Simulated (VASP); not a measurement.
The system is HfIn4SiO6.

```xyz
12
Lattice="5.5363 0.0000 0.0000 0.0000 5.5363 0.0000 0.0000 0.0000 7.2829" Properties=species:S:1:pos:R:3 pbc="T T T"
Hf    0.0000    0.0000    0.0000
In    4.3865    2.7682    0.0000
In    1.1498    2.7682    0.0000
In    2.7682    4.3865    0.0000
In    2.7682    1.1498    0.0000
Si    2.7682    2.7682    3.6414
O     0.0000    2.7682    1.9797
O     2.7682    0.0000    1.9797
O     0.0000    2.7682    5.3031
O     2.7682    0.0000    5.3031
O     0.0000    0.0000    4.2195
O     0.0000    0.0000    3.0634
```

The cell was built by a generator and needn't be a form met in nature.

| Item | Value |
| --- | --- |
| Program | VASP 6.6.1 |
| Task | relaxation of cell and atoms |
| Functional | PBE |
| Potentials or basis | VASP PAW PBE potentials, release 64 (Hf_pv, In_d, Si, O) |
| Cutoff | 520 eV |
| k mesh | 3 × 3 × 2 |
| Occupations | gaussian, width 0.15 eV |
| Spin | no spin polarisation |

At the start: pressure 20.0 GPa; volume 18.60 Å³/atom.

Q: Where does the relaxation end?

A: Over 17 steps the energy falls by 1218.3 meV/atom and the volume is 20.12 Å³/atom (+8.2 %); space group P4/mmm (No. 123, to 0.05 Å).

The path:
| step | energy change (eV) | largest force (eV/Å) | pressure (GPa) | volume (Å³) |
| --- | --- | --- | --- | --- |
| 1 | 0.0000 | 7.5781 | 20.04 | 223.22 |
| 2 | -4.0252 | 5.4868 | -6.33 | 303.40 |
| 3 | -4.4967 | 4.3116 | -0.54 | 262.59 |
| 4 | -10.0440 | 6.2229 | -7.42 | 289.27 |
| 5 | -10.0595 | 6.6490 | -7.47 | 289.70 |
| 6 | -13.2291 | 1.9070 | -5.66 | 271.65 |
| 7 | -13.3680 | 1.5706 | -7.32 | 275.22 |
| 8 | -14.1701 | 2.1499 | 4.59 | 243.82 |
| 9 | -14.1990 | 1.6404 | 0.34 | 249.98 |
| 10 | -14.4483 | 1.1933 | 0.14 | 242.78 |
| 11 | -14.4689 | 0.6768 | 0.06 | 244.38 |
| 12 | -14.5839 | 0.3678 | 0.13 | 242.75 |
| 13 | -14.6108 | 0.3895 | 0.15 | 241.88 |
| 14 | -14.5881 | 1.0818 | 0.38 | 240.12 |
| 15 | -14.6153 | 0.5496 | 0.13 | 241.41 |
| 16 | -14.5959 | 1.6304 | -0.03 | 241.48 |
| 17 | -14.6197 | 0.0571 | 0.07 | 241.43 |

Final structure:
```cif
data_structure
_symmetry_space_group_name_H-M 'P 1'
_symmetry_Int_Tables_number 1
_cell_length_a 6.8432
_cell_length_b 6.8432
_cell_length_c 5.1554
_cell_angle_alpha 90.000
_cell_angle_beta 90.000
_cell_angle_gamma 90.000
_cell_volume 241.43
loop_
_atom_site_label
_atom_site_type_symbol
_atom_site_fract_x
_atom_site_fract_y
_atom_site_fract_z
_atom_site_occupancy
Hf1 Hf 0.00000 0.00000 0.00000 1
In1 In 0.78180 0.50000 0.00000 1
In2 In 0.21820 0.50000 0.00000 1
In3 In 0.50000 0.78180 0.00000 1
In4 In 0.50000 0.21820 0.00000 1
Si1 Si 0.50000 0.50000 0.50000 1
O1 O 0.00000 0.50000 0.27312 1
O2 O 0.50000 0.00000 0.27312 1
O3 O 0.00000 0.50000 0.72688 1
O4 O 0.50000 0.00000 0.72688 1
O5 O 0.00000 0.00000 0.63042 1
O6 O 0.00000 0.00000 0.36958 1
```

Caveat: the k mesh is coarse (spacing up to 0.43 Å⁻¹), so the values aren't converged; the standard files for N, O and F lose accuracy on very short bonds; the relaxation stopped at a loose force limit of 0.08 eV/Å, so its end isn't a converged minimum.
